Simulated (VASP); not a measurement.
Consider the following.

```yaml
crystal:
  lattice:
    - [2.75888, 0.00000, 0.00000]
    - [0.00000, 2.75888, 0.00000]
    - [0.00000, 0.00000, 3.97004]
  atoms:
    - { symbol: Ti, position: [0.00000, 0.00000, 0.00000] }
    - { symbol: Al, position: [0.50000, 0.50000, 0.50000] }
```

All values below come from r2SCAN meta-GGA, VASP's PBE PAW potentials (set 64) (plane waves; VASP). Numerical set-up: 520 eV cut-off, 13×13×9 Γ-centred mesh, first-order Methfessel-Paxton smearing of 0.10 eV, potentials Ti_sv Al.

Give the stress tensor in GPa (positive for a compressed cell).

```
8.46  0.00  0.00
0.00  8.46  0.00
0.00  0.00  8.37
```
The pressure is its mean diagonal, 8.43 GPa.

The compound is TiAl in the L1_0 structure. This cell is one point of a volume scan, at 0.94 of the reference volume. The electron count is odd and the run is not spin-polarised, which forces a metal.
